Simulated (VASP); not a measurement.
All values below come from PBEsol GGA, VASP's PBE PAW potentials (set 64) (plane waves; VASP 6.6.1). For the alloy's cell: Run with 400 eV cut-off, 4×4×7 Γ-centred mesh, tetrahedra with Blöchl corrections, potentials Hg Te Cd.

```tsv
end member	E (eV/atom)	V (Å³/atom)	gap (eV)
CdTe (zinc blende)	-2.7442	34.08	0.66
HgTe (zinc blende)	-2.1886	34.57	0.00
```

An ordered cell with a fraction 0.25 of the second end member relaxes to

```
Cd3HgTe4
1.0
    0.00248     6.49413     6.48771
    6.49413     0.00248     6.48771
    3.24831     3.24831     0.00000
Hg Te Cd
1 4 3
Direct
  0.99996   0.99996   0.00008
  0.12544   0.12544   0.24913
  0.12525   0.62429   0.25047
  0.62429   0.12525   0.25047
  0.62502   0.62502   0.24997
  0.99974   0.50022   0.00004
  0.50022   0.99974   0.00004
  0.50010   0.50010   0.99981
```

Unless said otherwise, spin-orbit coupling is left out, though it shifts the bands of the heavy elements here.

### Question
Estimate the mixing energy, the deviation from a linear volume and the gap.

### Answer
Its energy is -2.6022 eV/atom, so the mixing energy is 3 meV/atom. The volume of 34.20 Å³/atom lies -0.0 % from the linear mean. The cell is gapped, 0.18 eV.
